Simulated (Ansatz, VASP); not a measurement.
# HfGe2N4 (HfGe2N4 monolayer): VASP beside Ansatz, part 2 of 2

One calculation is typed for both programs; each brings its own data sets. How far apart do they land? The cell is taken from a series of runs on this material, whose earlier steps may have relaxed, scaled, displaced or heated it; both programs get it as it stands.

VASP 6.6.1 and Ansatz 0.2.0.

So far: The structure; Ansatz: single point, PBE with D3(BJ); VASP: single point, PBE with D3(BJ).

### Step 3. VASP: single point, PBE with D3(BJ) (continued)

Level of this step: PBE with D3(BJ); plane waves and PAW (N, Ge_d, Hf_pv) (VASP).

Numbers of over 12 decimals in the logs are rounded to 6 here.

From OUTCAR (step 3):

```text
ion  position               nearest neighbor table
   1  0.000  0.000  0.355-   5 1.90   5 1.90   5 1.90
   2  0.333  0.667  0.452-   5 1.87   7 2.18   7 2.18   7 2.18
   3  0.333  0.667  0.548-   6 1.87   7 2.18   7 2.18   7 2.18
   4  0.000  0.000  0.645-   6 1.90   6 1.90   6 1.90
   5  0.333  0.667  0.378-   2 1.87   1 1.90   1 1.90   1 1.90
   6  0.333  0.667  0.622-   3 1.87   4 1.90   4 1.90   4 1.90
   7  0.000  0.000  0.500-   2 2.18   3 2.18   2 2.18   3 2.18   2 2.18   3 2.18

  LATTYP: Found a hexagonal cell.
 ALAT       =     3.1324270306
 C/A-ratio  =     8.0881621518

 Subroutine GETGRP returns: Found 12 space group operations
 (whereof 12 operations were pure point group operations)

The static configuration has the point symmetry D_3h.

 Found     37 irreducible k-points:

   k-points           NKPTS =     37   k-points in BZ     NKDIM =     37   number of bands    NBANDS=     36

   dimension x,y,z NGX =    24 NGY =   24 NGZ =  192
   dimension x,y,z NGXF=    48 NGYF=   48 NGZF=  384

   ENCUT  =  520.0 eV  38.22 Ry    6.18 a.u.   5.82  5.82 47.11*2*pi/ulx,y,z

   NELECT =      58.0000    total number of electrons

 k-points in reciprocal lattice and weights: Automatic mesh
   0.00000000  0.00000000  0.00000000       0.003
   0.05555556  0.00000000  0.00000000       0.019
   0.11111111  0.00000000  0.00000000       0.019
   0.16666667  0.00000000  0.00000000       0.019
   0.22222222  0.00000000  0.00000000       0.019
   0.27777778  0.00000000  0.00000000       0.019
   0.33333333  0.00000000  0.00000000       0.019
   0.38888889 -0.00000000  0.00000000       0.019
   0.44444444  0.00000000  0.00000000       0.019
[...]
0.33333333  0.27777778  0.00000000       0.037
   0.33333333  0.33333333  0.00000000       0.006

 dipolmoment           0.000000      0.000000      0.000000 electrons x Angstroem

 average (electrostatic) potential at core
       1 -69.9591       2 -69.0470       3 -69.0470       4 -69.9591       5 -80.9746
       6 -80.9746       7 -43.1869

 E-fermi :  -1.3589

 k-point     1 :       0.0000    0.0000    0.0000
  band No.  band energies     occupation
    ...
     25      -3.7701      2.00000
     26      -3.7701      2.00000
     27      -2.7825      2.00000
     28      -2.7825      2.00000
     29      -2.4842      2.00000
     30      -0.5428      0.00000
     31       0.5133      0.00000
     32       2.1715      0.00000
     33       3.0496      0.00000
     34       3.7384      0.00000
    ...

 k-point     2 :       0.0556    0.0000    0.0000
  band No.  band energies     occupation
    ...
     25      -3.8570      2.00000
     26      -3.7885      2.00000
     27      -2.8742      2.00000
     28      -2.8289      2.00000
     29      -2.3666      2.00000
     30      -0.2921      0.00000
     31       0.6867      0.00000
     32       1.9713      0.00000
     33       3.2415      0.00000
     34       3.7593      0.00000
    ...

 k-point     3 :       0.1111    0.0000    0.0000
  band No.  band energies     occupation
    ...
     25      -3.7850      2.00000
     26      -3.7514      2.00000
     27      -3.0178      2.00000
     28      -2.9591      2.00000
     29      -2.2741      2.00000
     30       0.2163      0.00000
     31       1.1048      0.00000
     32       1.5604      0.00000
     33       3.7144      0.00000
     34       3.8195      0.00000
    ...

 Edisp (eV)   -1.51917

  Total      -0.50886    -0.50886    -0.51852     0.00000     0.00000     0.00000
  in kB      -3.78688    -3.78688    -3.85883     0.00000     0.00000     0.00000
  external pressure =       -3.81 kB  Pullay stress =        0.00 kB

  energy-cutoff  :      520.00
  volume of cell :      215.29
      direct lattice vectors                 reciprocal lattice vectors
     3.132427031  0.000000000  0.000000000     0.319241275  0.184314036  0.000000000
    -1.566213515  2.712761384  0.000000000     0.000000000  0.368628072  0.000000000
     0.000000000  0.000000000 25.335577752     0.000000000  0.000000000  0.039470187

 POSITION                                       TOTAL-FORCE (eV/Angst)
 -----------------------------------------------------------------------------------
      0.00000      0.00000      9.00000        -0.000000      0.000000      0.024054
     -0.00000      1.80851     11.44872        -0.000000     -0.000000      0.081138
     -0.00000      1.80851     13.88686         0.000000      0.000000     -0.081138
      0.00000      0.00000     16.33558        -0.000000      0.000000     -0.024054
     -0.00000      1.80851      9.57881        -0.000000      0.000000      0.011010
     -0.00000      1.80851     15.75677        -0.000000     -0.000000     -0.011010
      0.00000      0.00000     12.66779         0.000000      0.000000      0.000000
 -----------------------------------------------------------------------------------
    total drift:                               -0.000001      0.000001     -0.000000

  FREE ENERGIE OF THE ION-ELECTRON SYSTEM (eV)
  ---------------------------------------------------
  free  energy   TOTEN  =       -56.9952141820 eV

  energy  without entropy=      -56.9952141820  energy(sigma->0) =      -56.99521418

 vacuum level on the upper side and lower side of the slab         4.609         4.609

 total charge
# of ion       s       p       d       tot
------------------------------------------
    1        1.238   2.481   0.000   3.719
    2        1.245   2.543   0.000   3.789
    3        1.245   2.543   0.000   3.789
    4        1.238   2.481   0.000   3.719
    5        1.012   1.264  10.298  12.574
    6        1.012   1.264  10.298  12.574
    7        0.348   6.690   1.649   8.688
--------------------------------------------------
tot          7.338  19.269  22.246  48.852

[... 3 further parts left out ...]
```

Harder data sets than Hf_pv exist (the GW ones), and pressures, volumes and forces can shift noticeably with them.

### Step 4. Side by side

Known differences besides the potentials themselves: the data sets hold 74 valence electrons in Ansatz (on its PAW soft_1 files) and 58 in VASP; the cutoff is 420 eV in Ansatz and 520 eV in VASP. Total energies have different zeros and are not compared.

The two programs side by side:

```csv
quantity,Ansatz,VASP,difference
gap on the k mesh (eV),1.639,1.632,+0.007
```

A gap on the mesh is an upper bound, since the band edges may lie between its points; neither run holds spin-orbit coupling, which can move the band edges of a compound of Hf. With vacuum in the cell, a pressure given here is an average over mostly empty space and none of the material.

### Step 5. Summary of results

- difference in gap on the k mesh (single point, PBE with D3(BJ)): 0.0072 eV

In words: The difference in gap on the k mesh is 0.0072 eV (single point, PBE with D3(BJ)), within the 0.08 eV picked in this series as the mark of a large difference. The data sets hold unlike numbers of valence electrons (74 in Ansatz and 58 in VASP), so part of the differences comes from the potentials. How closely two codes agree says nothing of how well the functional describes the real material.

[Lines on the potential files, build, host, timing and source positions are cut from VASP's logs without a mark.]

[Logs are printed without paths, hosts, clocks, repeated set-up lines and the standing remarks that a program may print on its own settings, such as how far it seeks lower states.]

[Hosts, paths, dates, database ids (printed as entryN), source tags and the programs' standing remarks are cut or masked in the printed files.]
